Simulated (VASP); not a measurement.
Consider the following.

```
Zn4S3Te
1.0
    0.00002     5.54834     5.52804
    5.54834     0.00002     5.52804
    2.77418     2.77418     0.00000
Zn Te S
4 1 3
Cartesian
  5.54836   5.54836  10.86037
  5.64539   8.22551   8.38009
  8.22551   5.64539   8.38009
  5.54836   5.54836   5.54295
  1.38709   1.38709   1.39918
  4.15131   1.39705   4.14243
  1.39705   4.15131   4.14243
  4.16127   4.16127   6.90480
```

These are PBEsol GGA, VASP's PBE PAW potentials (set 64) (plane waves; VASP 6.6.1) values and carry that method's errors. Run with 400 eV cut-off, 4×4×8 Γ-centred mesh, tetrahedra with Blöchl corrections, potentials Zn Te S.

The cores are frozen, which limits the accuracy of field gradients.

Task: Give the principal components of the electric field gradient (V/Å²) and the asymmetry η at each nucleus.

Result: 
```
atom   Vxx   Vyy    Vzz     η
----  ----  ----  -----  ----
Zn1    4.2   2.5   -6.7  0.25
Zn2   -1.3  -0.8    2.1  0.21
Zn3   -1.3  -0.8    2.1  0.21
Zn4    1.6   0.5   -2.1  0.49
Te5   56.8  26.9  -83.6  0.36
S6    22.1   8.5  -30.6  0.45
S7    22.1   8.5  -30.6  0.45
S8    19.2   6.7  -25.9  0.48
```

The structure was generated: Zn4S3Te was put into an ordered model structure (Amm2), which need not be its known phase. It was relaxed first.
